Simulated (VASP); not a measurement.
The input files of a VASP run:

### INCAR
```
SYSTEM = MgSe
PREC = Accurate
ENCUT = 400
EDIFF = 1E-6
NELM = 60
ALGO = VeryFast
LREAL = .FALSE.
LASPH = .TRUE.
ISMEAR = 0
SIGMA = 0.05
GGA = PE
LMAXMIX = 4
LWAVE = .FALSE.
LCHARG = .FALSE.
ISIF = 2
NELMDL = -1
```

POSCAR:
```
MgSe
1
    0.0000000000     2.7300000000     2.7300000000
    2.7300000000     0.0000000000     2.7300000000
    2.7300000000     2.7300000000     0.0000000000
Mg Se
1 1
Direct
  0.0000000000   0.0000000000   0.0000000000
  0.5000000000   0.5000000000   0.5000000000
```

### KPOINTS
```
Automatic mesh
0
Gamma
6 6 6
0 0 0
```

POTCAR, in this order: Mg Se (PBE.64 set). Program: vasp_std.

Output

File standard output:
```
...
RMM:  21     0.174621943341E+03   -0.11908E+00   -0.12712E+00   504   0.144E+01    0.279E+00
RMM:  22     0.174527725211E+03   -0.94218E-01   -0.96425E-01   506   0.138E+01    0.372E+00
RMM:  23     0.174480761795E+03   -0.46963E-01   -0.38604E-01   506   0.133E+01    0.482E+00
RMM:  24     0.174286729168E+03   -0.19403E+00   -0.15638E+00   506   0.128E+01    0.500E+00
RMM:  25     0.173974514378E+03   -0.31221E+00   -0.28002E+00   507   0.125E+01    0.426E+00
RMM:  26     0.173746294428E+03   -0.22822E+00   -0.22773E+00   506   0.120E+01    0.457E+00
RMM:  27     0.173716774364E+03   -0.29520E-01   -0.30792E-01   506   0.115E+01    0.495E+00
RMM:  28     0.173632608717E+03   -0.84166E-01   -0.85969E-01   506   0.112E+01    0.457E+00
RMM:  29     0.173586264357E+03   -0.46344E-01   -0.48277E-01   506   0.109E+01    0.485E+00
RMM:  30     0.173489696182E+03   -0.96568E-01   -0.96149E-01   505   0.106E+01    0.517E+00
RMM:  31     0.173456096439E+03   -0.33600E-01   -0.35190E-01   506   0.103E+01    0.543E+00
RMM:  32     0.173385416246E+03   -0.70680E-01   -0.71242E-01   506   0.100E+01    0.558E+00
RMM:  33     0.173379286209E+03   -0.61300E-02   -0.83826E-02   505   0.975E+00    0.599E+00
RMM:  34     0.173331824224E+03   -0.47462E-01   -0.48032E-01   506   0.953E+00    0.600E+00
RMM:  35     0.173326687223E+03   -0.51370E-02   -0.47287E-02   495   0.934E+00    0.674E+00
RMM:  36     0.173298635908E+03   -0.28051E-01   -0.29303E-01   504   0.910E+00    0.672E+00
RMM:  37     0.173311128812E+03    0.12493E-01    0.11516E-01   506   0.888E+00    0.691E+00
RMM:  38     0.173294479128E+03   -0.16650E-01   -0.17639E-01   502   0.871E+00    0.694E+00
RMM:  39     0.173305243525E+03    0.10764E-01    0.11988E-01   494   0.856E+00    0.721E+00
RMM:  40     0.173294971414E+03   -0.10272E-01   -0.10874E-01   504   0.836E+00    0.722E+00
RMM:  41     0.173316345577E+03    0.21374E-01    0.20279E-01   506   0.817E+00    0.737E+00
RMM:  42     0.173306986714E+03   -0.93589E-02   -0.10140E-01   502   0.803E+00    0.748E+00
RMM:  43     0.173334224030E+03    0.27237E-01    0.25170E-01   491   0.793E+00    0.774E+00
RMM:  44     0.173321545503E+03   -0.12679E-01   -0.13109E-01   503   0.776E+00    0.781E+00
RMM:  45     0.173338054756E+03    0.16509E-01    0.15799E-01   506   0.759E+00    0.792E+00
RMM:  46     0.173326554583E+03   -0.11500E-01   -0.12284E-01   500   0.747E+00    0.772E+00
RMM:  47     0.173344424798E+03    0.17870E-01    0.17030E-01   496   0.738E+00    0.759E+00
RMM:  48     0.173331301924E+03   -0.13123E-01   -0.13365E-01   504   0.723E+00    0.759E+00
RMM:  49     0.173341674605E+03    0.10373E-01    0.99094E-02   504   0.710E+00    0.769E+00
RMM:  50     0.173330918139E+03   -0.10756E-01   -0.11006E-01   504   0.698E+00    0.768E+00
RMM:  51     0.173342246746E+03    0.11329E-01    0.11243E-01   498   0.688E+00    0.749E+00
RMM:  52     0.173327280994E+03   -0.14966E-01   -0.14970E-01   490   0.681E+00    0.702E+00
RMM:  53     0.173338969568E+03    0.11689E-01    0.11385E-01   502   0.668E+00    0.707E+00
RMM:  54     0.173328137919E+03   -0.10832E-01   -0.11017E-01   506   0.657E+00    0.709E+00
RMM:  55     0.173337296882E+03    0.91590E-02    0.88090E-02   504   0.647E+00    0.713E+00
RMM:  56     0.173330747489E+03   -0.65494E-02   -0.67121E-02   492   0.639E+00    0.726E+00
RMM:  57     0.173339747530E+03    0.90000E-02    0.85993E-02   495   0.631E+00    0.756E+00
RMM:  58     0.173332259173E+03   -0.74884E-02   -0.77048E-02   504   0.622E+00    0.755E+00
RMM:  59     0.173341497619E+03    0.92384E-02    0.91505E-02   495   0.614E+00    0.750E+00
RMM:  60     0.173333859539E+03   -0.76381E-02   -0.81831E-02   504   0.606E+00

 -----------------------------------------------------------------------------
|                                                                             |
|           W    W    AA    RRRRR   N    N  II  N    N   GGGG   !!!           |
|           W    W   A  A   R    R  NN   N  II  NN   N  G    G  !!!           |
|           W    W  A    A  R    R  N N  N  II  N N  N  G       !!!           |
|           W WW W  AAAAAA  RRRRR   N  N N  II  N  N N  G  GGG   !            |
|           WW  WW  A    A  R   R   N   NN  II  N   NN  G    G                |
|           W    W  A    A  R    R  N    N  II  N    N   GGGG   !!!           |
|                                                                             |
|     The electronic self-consistency was not achieved in the given           |
|     number of steps (NELM). The forces and other quantities evaluated       |
|     might not be reliable so examine the results carefully. If you find     |
|     spurious results, we suggest increasing NELM, if you were close to      |
|     convergence or switching to a different ALGO or adjusting the           |
|     density mixing parameters otherwise.                                    |
|                                                                             |
 -----------------------------------------------------------------------------

   1 F= 0.17333386E+03 E0= 0.17333463E+03  d E =-.153288E-02
```

OUTCAR:
```
------------------------ aborting loop EDIFF was not reached (unconverged)  ----------------------------
  FORCE on cell =-STRESS in cart. coord.  units (eV):
  Direction    XX          YY          ZZ          XY          YZ          ZX
  --------------------------------------------------------------------------------------
  Total       80.9765299     80.9765299     80.9765299      0.0000000      0.0000000      0.0000000
  in kB     3188.2458847   3188.2458847   3188.2458847      0.0000000      0.0000000      0.0000000
  external PRESSURE =    3188.2458847 kB  Pullay stress =       0.0000000 kB
  volume of cell :       40.69
      direct lattice vectors                 reciprocal lattice vectors
     0.000000000  2.730000000  2.730000000    -0.183150183  0.183150183  0.183150183
     2.730000000  0.000000000  2.730000000     0.183150183 -0.183150183  0.183150183
     2.730000000  2.730000000  0.000000000     0.183150183  0.183150183 -0.183150183
 POSITION                                       TOTAL-FORCE (eV/Angst)
 -----------------------------------------------------------------------------------
      0.00000      0.00000      0.00000        -0.000000     -0.000000     -0.000000
      2.73000      2.73000      2.73000         0.000000      0.000000      0.000000
 -----------------------------------------------------------------------------------
    total drift:                                0.000000      0.000000      0.000000
  FREE ENERGIE OF THE ION-ELECTRON SYSTEM (eV)
  ---------------------------------------------------
  free  energy   TOTEN  =       173.3338595388 eV

  energy  without entropy=      173.3353924156  energy(sigma->0) =      173.33462598
```
(Selected blocks of OUTCAR.)

Question: Read input and log: which fault does this run have?
(A) ALGO = VeryFast starts from random orbitals with almost no delay (NELMDL = -1)
(B) molecular dynamics (IBRION = 0) was asked for without POTIM
(C) ICHARG = 11 asks for a fixed density, but there is no CHGCAR
(D) the Γ-only program was given a k-mesh

Answer: A, ALGO = VeryFast starts from random orbitals with almost no delay (NELMDL = -1). The run did not converge; its last values are not results. Against the sound run, the energy per atom (σ→0) goes up by 90.408 eV/atom; the pressure increases by 317.24 GPa; the band gap decreases by 1.79 eV.

To mend it, set ALGO = Normal, remove NELMDL.

The mended run (PBE GGA, plane waves, VASP's PBE PAW potentials (set 64)) converges, and its OSZICAR ends with
```
   1 F= -.74805782E+01 E0= -.74805782E+01  d E =-.841174E-15
```

The compound is MgSe in the rock salt structure. The cell was not relaxed at this level.
